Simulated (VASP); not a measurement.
Input:

```xyz
1
Lattice="-1.6896 1.6896 1.6896 1.6896 -1.6896 1.6896 1.6896 1.6896 -1.6896" Properties=species:S:1:pos:R:3 pbc="T T T"
Li     0.0000     0.0000     0.0000
```

The numbers are results of revTPSS meta-GGA, VASP's PBE PAW potentials (set 64) (plane waves; VASP), not measurements. Run with 520 eV cut-off, 17×17×17 Γ-centred mesh, tetrahedra with Blöchl corrections, potentials Li_sv.

### Question
Give the energies of bands 2 to 4 at the high-symmetry points, in eV from the Fermi level.

### Answer

```json
[
 {"band": "2", "Γ": "-3.73", "H": "5.77", "N": "0.22", "P": "3.47"},
 {"band": "3", "Γ": "15.34", "H": "5.77", "N": "3.39", "P": "3.47"},
 {"band": "4", "Γ": "15.34", "H": "5.77", "N": "10.87", "P": "3.47"}
]
```

It has no gap at this level: it comes out as a metal or semimetal.

The compound is Li in the bcc structure. It was relaxed first, which changed the volume by -9 %.
